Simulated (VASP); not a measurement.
Output of a VASP run:

File OUTCAR:
```
 ion  position               nearest neighbor table
   1  0.250  0.250  0.250-   3 2.55   3 2.55   3 2.55   3 2.55   2 2.95   2 2.95   2 2.95   2 2.95
                             2 2.95   2 2.95
   2  0.750  0.750  0.750-   3 2.55   3 2.55   3 2.55   3 2.55   1 2.95   1 2.95   1 2.95   1 2.95
                             1 2.95   1 2.95
   3  0.000  0.000  0.000-   2 2.55   2 2.55   2 2.55   1 2.55   2 2.55   1 2.55   1 2.55   1 2.55
  LATTYP: Found a face centered cubic cell.
 ALAT       =     5.8907932912
 Subroutine PRICEL returns:
 Original cell was already a primitive cell.
 Subroutine GETGRP returns: Found 48 space group operations
The static configuration has the point symmetry O_h .
The dynamic configuration has the point symmetry O_h .
 Subroutine INISYM returns: Found 48 space group operations
 Subroutine IBZKPT returns following result:
 Found     35 irreducible k-points:

 Following reciprocal coordinates:
            Coordinates               Weight
  0.000000  0.000000  0.000000      1.000000
  0.111111  0.000000  0.000000      8.000000
  0.222222  0.000000  0.000000      8.000000
  0.333333  0.000000  0.000000      8.000000
  0.444444  0.000000  0.000000      8.000000
  0.111111  0.111111  0.000000      6.000000
  0.222222  0.111111  0.000000     24.000000
  0.333333  0.111111  0.000000     24.000000
  0.444444  0.111111  0.000000     24.000000
 -0.444444  0.111111  0.000000     24.000000
 -0.333333  0.111111  0.000000     24.000000
 -0.222222  0.111111  0.000000     24.000000
 -0.111111  0.111111  0.000000     12.000000
  0.222222  0.222222  0.000000      6.000000
  0.333333  0.222222  0.000000     24.000000
  0.444444  0.222222  0.000000     24.000000
 -0.444444  0.222222  0.000000     24.000000
 -0.333333  0.222222  0.000000     24.000000
 -0.222222  0.222222  0.000000     12.000000
  0.333333  0.333333  0.000000      6.000000
  0.444444  0.333333  0.000000     24.000000
 -0.444444  0.333333  0.000000     24.000000
 -0.333333  0.333333  0.000000     12.000000
  0.444444  0.444444  0.000000      6.000000
 -0.444444  0.444444  0.000000     12.000000
  0.333333  0.222222  0.111111     24.000000
  0.444444  0.222222  0.111111     48.000000
 -0.444444  0.222222  0.111111     48.000000
  0.444444  0.333333  0.111111     24.000000
 -0.444444  0.333333  0.111111     48.000000
 -0.333333  0.333333  0.111111     48.000000
 -0.222222  0.333333  0.111111     24.000000
 -0.444444  0.444444  0.111111     24.000000
 -0.333333  0.444444  0.111111     24.000000
 -0.333333  0.444444  0.222222     24.000000
   k-points           NKPTS =     35   k-points in BZ     NKDIM =     35   number of bands    NBANDS=     12
   number of dos      NEDOS =    301   number of ions     NIONS =      3
   total plane-waves  NPLWV =  32768
   dimension x,y,z NGX =    32 NGY =   32 NGZ =   32
   dimension x,y,z NGXF=    64 NGYF=   64 NGZF=   64
   ions per type =               2   1
   PREC   = accura    normal or accurate (medium, high low for compatibility)
   ISTART =      0    job   : 0-new  1-cont  2-samecut
   ICHARG =      2    charge: 1-file 2-atom 10-const
   ISPIN  =      1    spin polarized calculation?
   LNONCOLLINEAR =      F non collinear calculations
   LSORBIT =      F    spin-orbit coupling
   INIWAV =      1    electr: 0-lowe 1-rand  2-diag
   ENCUT  =  520.0 eV  38.22 Ry    6.18 a.u.   7.74  7.74  7.74*2*pi/ulx,y,z
   NELM   =    100;   NELMIN=  2; NELMDL= -5     # of ELM steps
   EDIFF  = 0.1E-06   stopping-criterion for ELM
   LREAL  =      F    real-space projection
   NLSPLINE    = F    spline interpolate recip. space projectors
   LMAXMIX     =    6 max onsite mixed and CHGCAR
   VOSKOWN=      0    Vosko Wilk Nusair interpolation
   EDIFFG = 0.1E-05   stopping-criterion for IOM
   NSW    =      0    number of steps for IOM
   NBLOCK =      1;   KBLOCK =      1    inner block; outer block
   IBRION =     -1    ionic relax: 0-MD 1-quasi-New 2-CG
   NFREE  =      0    steps in history (QN), initial steepest desc. (CG)
   ISIF   =      2    stress and relaxation
...
```

### OSZICAR
```
       N       E                     dE             d eps       ncg     rms          rms(c)
DAV:   1    -0.135638986596E+01   -0.13564E+01   -0.70446E+03   856   0.118E+03
DAV:   2    -0.696701585990E+02   -0.68314E+02   -0.61112E+02   988   0.193E+02
DAV:   3    -0.715142015035E+02   -0.18440E+01   -0.18279E+01  1024   0.319E+01
DAV:   4    -0.715309017493E+02   -0.16700E-01   -0.16694E-01  1020   0.355E+00
DAV:   5    -0.715311823479E+02   -0.28060E-03   -0.28059E-03  1032   0.488E-01    0.983E+00
DAV:   6    -0.675635878747E+02    0.39676E+01   -0.35818E+00   988   0.203E+01    0.365E+00
DAV:   7    -0.674880805027E+02    0.75507E-01   -0.43773E-01   956   0.662E+00    0.214E+00
DAV:   8    -0.675446133893E+02   -0.56533E-01   -0.93122E-02   860   0.248E+00    0.527E-01
DAV:   9    -0.675377214789E+02    0.68919E-02   -0.30319E-02   884   0.154E+00    0.170E-01
DAV:  10    -0.675501960904E+02   -0.12475E-01   -0.10771E-02   856   0.894E-01    0.116E-01
DAV:  11    -0.675509076621E+02   -0.71157E-03   -0.92186E-04   948   0.297E-01    0.352E-02
DAV:  12    -0.675509946550E+02   -0.86993E-04   -0.38290E-04   920   0.227E-01    0.153E-02
DAV:  13    -0.675511828733E+02   -0.18822E-03   -0.92847E-05   928   0.119E-01    0.494E-03
DAV:  14    -0.675511838108E+02   -0.93755E-06   -0.26874E-06  1048   0.162E-02    0.218E-03
DAV:  15    -0.675511839227E+02   -0.11189E-06   -0.37802E-07   972   0.662E-03    0.566E-04
DAV:  16    -0.675511840750E+02   -0.15224E-06   -0.26109E-08   536   0.192E-03    0.211E-04
DAV:  17    -0.675511840796E+02   -0.46232E-08   -0.10837E-08   512   0.122E-03
   1 F= -.67551184E+02 E0= -.67551342E+02  d E =0.474270E-03
```

### OUTCAR
```
------------------------ aborting loop because EDIFF is reached ----------------------------------------
  FORCE on cell =-STRESS in cart. coord.  units (eV):
  Direction    XX          YY          ZZ          XY          YZ          ZX
  --------------------------------------------------------------------------------------
  Total        0.0047219      0.0047219      0.0047219      0.0000000     -0.0000000      0.0000000
  in kB        0.1480350      0.1480350      0.1480350      0.0000000     -0.0000000      0.0000000
  external PRESSURE =       0.1480350 kB  Pullay stress =       0.0000000 kB
  volume of cell :       51.10
      direct lattice vectors                 reciprocal lattice vectors
     0.000000000  2.945396646  2.945396646    -0.169756423  0.169756423  0.169756423
     2.945396646  0.000000000  2.945396646     0.169756423 -0.169756423  0.169756423
     2.945396646  2.945396646  0.000000000     0.169756423  0.169756423 -0.169756423
 POSITION                                       TOTAL-FORCE (eV/Angst)
 -----------------------------------------------------------------------------------
      1.47270      1.47270      1.47270         0.000000      0.000000      0.000000
      4.41809      4.41809      4.41809        -0.000000     -0.000000     -0.000000
      0.00000      0.00000      0.00000        -0.000000      0.000000      0.000000
 -----------------------------------------------------------------------------------
    total drift:                                0.000000     -0.000000      0.000000
  FREE ENERGIE OF THE ION-ELECTRON SYSTEM (eV)
  ---------------------------------------------------
  free  energy   TOTEN  =       -67.5511840796 eV

  energy  without entropy=      -67.5516583493  energy(sigma->0) =      -67.55134217
```
(Selected blocks of OUTCAR.)

### POSCAR
```
PtAl2
1
    0.0000000000     2.9453966456     2.9453966456
    2.9453966456     0.0000000000     2.9453966456
    2.9453966456     2.9453966456     0.0000000000
Al Pt
2 1
Direct
  0.2500000000   0.2500000000   0.2500000000
  0.7500000000   0.7500000000   0.7500000000
  0.0000000000   0.0000000000   0.0000000000
```

### Question
Reconstruct the remaining input files.

### Answer
This is not unique; one that fits is the input of the run itself, r2SCAN+rVV10, plane waves, VASP's PBE PAW potentials (set 64).

### KPOINTS
```
Automatic mesh
0
G
 9 9 9
```

### INCAR
```
SYSTEM  =  PtAl2
PREC  =  Accurate; ENCUT  =  520; LREAL  =  F
LASPH  =  T
EDIFF  =  1E-7; NELM  =  100; ALGO  =  Normal
LMAXMIX  =  6; LMIXTAU  =  T
ISMEAR  =  1; SIGMA  =  0.1
METAGGA  =  R2SCAN; LUSE_VDW  =  T; BPARAM  =  11.95
CPARAM  =  0.0093
ISIF  =  2
LWAVE  =  F; LCHARG  =  F
```

POTCAR, in this order: Al Pt (PBE.64 set). Program: vasp_std.

The compound is PtAl2 in the fluorite structure. It was relaxed first.
